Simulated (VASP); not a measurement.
Here is the system:

```
NaF
1.0
    0.00000     2.32235     2.32235
    2.32235     0.00000     2.32235
    2.32235     2.32235     0.00000
Na F
1 1
Direct
  0.00000   0.00000   0.00000
  0.50000   0.50000   0.50000
```

Method: PBE GGA, VASP's PBE PAW potentials (set 64) (plane waves; VASP). Settings: 520 eV cut-off, 10×10×10 Γ-centred mesh, Gaussian smearing of 0.050 eV, potentials Na_pv F.

Task: Predict the energy per atom (σ→0), pressure, band gap (on the k-mesh) with the smallest direct gap where there is one.

Result: 
```
Item                                         Result
-----------------------------------  --------------
band gap (on the k-mesh)                    6.26 eV
smallest direct gap (on the k-mesh)         6.26 eV
energy per atom (σ→0)                -4.282 eV/atom
pressure                                   1.65 GPa
```

Total energies compare only between runs with the same potentials, cut-off and functional.

The compound is NaF in the rock salt structure. This cell is one point of a volume scan, at 0.97 of the reference volume.
